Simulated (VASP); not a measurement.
Output of a VASP run:

### OSZICAR
```
       N       E                     dE             d eps       ncg     rms          rms(c)
DAV:   1     0.276501364216E+03    0.27650E+03   -0.13145E+04  5152   0.124E+03
DAV:   2     0.105879903864E+02   -0.26591E+03   -0.26211E+03  5467   0.350E+02
DAV:   3    -0.161940888856E+02   -0.26782E+02   -0.26490E+02  6582   0.130E+02
DAV:   4    -0.170436347586E+02   -0.84955E+00   -0.84886E+00  5867   0.267E+01
DAV:   5    -0.170862364913E+02   -0.42602E-01   -0.42599E-01  8359   0.489E+00    0.693E+00
DAV:   6    -0.166212120989E+02    0.46502E+00   -0.10770E+00  7194   0.168E+01    0.423E+00
DAV:   7    -0.165768174470E+02    0.44395E-01   -0.35319E-01  7306   0.446E+00    0.113E+00
DAV:   8    -0.165706234325E+02    0.61940E-02   -0.28961E-02  8070   0.209E+00    0.567E-01
DAV:   9    -0.165697341863E+02    0.88925E-03   -0.44818E-03  7014   0.511E-01    0.144E-01
DAV:  10    -0.165697413957E+02   -0.72094E-05   -0.34238E-04  7784   0.189E-01    0.804E-02
DAV:  11    -0.165697537835E+02   -0.12388E-04   -0.75731E-05  6833   0.868E-02    0.176E-02
DAV:  12    -0.165697504090E+02    0.33745E-05   -0.11530E-05  6803   0.362E-02    0.130E-02
DAV:  13    -0.165697509236E+02   -0.51453E-06   -0.34533E-06  5313   0.134E-02
   1 F= -.16569751E+02 E0= -.16569673E+02  d E =-.156577E-03
```

OUTCAR:
```
------------------------ aborting loop because EDIFF is reached ----------------------------------------
  FORCE on cell =-STRESS in cart. coord.  units (eV):
  Direction    XX          YY          ZZ          XY          YZ          ZX
  --------------------------------------------------------------------------------------
  Total       -1.2191431     -0.6216233     -0.9733864     -0.7752498     -0.0779311     -0.4573165
  in kB      -16.7021417     -8.5161789    -13.3352991    -10.6208460     -1.0676486     -6.2651909
  external PRESSURE =     -12.8512066 kB  Pullay stress =       0.0000000 kB
  volume of cell :      116.95
      direct lattice vectors                 reciprocal lattice vectors
     2.000000000  1.154701000  8.440000000     0.250000000  0.144337551  0.039494465
    -2.000000000  1.154701000  8.440000000    -0.250000000  0.144337551  0.039494465
     0.000000000 -2.309401000  8.440000000     0.000000000 -0.288675103  0.039494482
 POSITION                                       TOTAL-FORCE (eV/Angst)
 -----------------------------------------------------------------------------------
      0.03973     -0.01257     15.60787        -0.228344     -0.148782      0.363055
      0.05439      0.05559     20.93068        -0.651378     -0.174346      0.225074
     -0.01380      2.25683     16.93440         0.225222      0.184492     -0.404213
     -0.08032      0.00955      2.80497         0.654499      0.138636     -0.183916
 -----------------------------------------------------------------------------------
    total drift:                                0.000052     -0.000197      0.000591
  FREE ENERGIE OF THE ION-ELECTRON SYSTEM (eV)
  ---------------------------------------------------
  free  energy   TOTEN  =       -16.5697509236 eV

  energy  without entropy=      -16.5695943466  energy(sigma->0) =      -16.56967264
```
(Selected blocks of OUTCAR.)

**POSCAR**
```
InSe
1
    2.0000000000     1.1547010000     8.4400000000
   -2.0000000000     1.1547010000     8.4400000000
    0.0000000000    -2.3094010000     8.4400000000
Se In
2 2
Direct
  0.6245440000   0.6046770000   0.6200530000
  0.8482670000   0.8210720000   0.8105990000
 -0.0088910000  -0.0019890000   0.0173250000
  0.0920800000   0.1322400000   0.1080230000
```

Task: Reconstruct the remaining input files.

Result: Several could match; the one computed here: the input of the run itself, LDA (Ceperley-Alder, Perdew-Zunger), plane waves, VASP's LDA PAW potentials (set 64).

File KPOINTS:
```
Automatic mesh
0
Gamma
6 6 6
0 0 0
```

INCAR:
```
ALGO=Normal
EDIFF=1E-6
ENCUT=300
ISIF=2
ISMEAR=-1
LASPH=.TRUE.
LCHARG=.FALSE.
LMAXMIX=4
LREAL=.FALSE.
LWAVE=.FALSE.
NELM=100
PREC=Accurate
SIGMA=0.05
SYSTEM=InSe
```

POTCAR, in this order: Se In_d (LDA.64 set). Program: vasp_std.

At this cut-off the stress carries a Pulay error, which pulls relaxed volumes low.

The structure comes from a measured InSe entry of the Crystallography Open Database, whose conditions weren't checked. The cell was not relaxed at this level, atoms are displaced from their ideal sites.
